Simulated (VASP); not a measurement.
## BrCIH2: single point with r2SCAN0+D4

Molecule: BrCIH2, in a box.

```xyz
5
Lattice="13.0000 0.0000 0.0000 0.0000 11.0000 0.0000 0.0000 0.0000 12.0000" Properties=species:S:1:pos:R:3 pbc="T T T"
Br    4.8970    5.2504    6.3705
C     6.7322    5.4232    5.8340
I     8.1290    4.5622    7.1858
H     6.9625    6.4798    5.7623
H     6.8521    4.9188    4.8822
```

```json
{"Program": "VASP 6.6.1", "Task": "single point", "Functional": "r2SCAN0", "Dispersion": "D4", "Potentials or basis": "VASP PAW PBE potentials, release 64 (Br, C_h, I, H_h)", "Cutoff": "900 eV", "k mesh": "1 × 1 × 1", "Occupations": "gaussian, width 0.01 eV", "Spin": "no spin polarisation"}
```

| Quantity | Value |
| --- | --- |
| Largest force | 0.216 eV/Å |
| Gap between the frontier levels | 6.29 eV |
| Dispersion energy per atom | -0.007 eV |

Forces in eV/Å, atoms in the order of the input:
```
Br   0.113  0.006 -0.026
C    0.072  0.065 -0.129
I   -0.090  0.045 -0.071
H   -0.058 -0.203  0.030
H   -0.037  0.086  0.195
```

Levels at points of the mesh, in eV from the valence-band top:
```tsv
k point	band 6	band 7	band 8	band 9	band 10	band 11	band 12	band 13	band 14
(0.00, 0.00, 0.00)	-3.56	-0.83	-0.79	-0.06	0.00	6.29	7.63	7.81	8.57
```

Run time: 29 min on 1 thread of Intel(R) Xeon(R) Platinum 8488C (Sapphire Rapids), with other jobs on the host, peak memory 3 GiB.

Caveat: the PAW data sets were made with another functional, which shifts forces and pressure a little; spin-orbit coupling is left out, which moves the levels of the heavy elements.
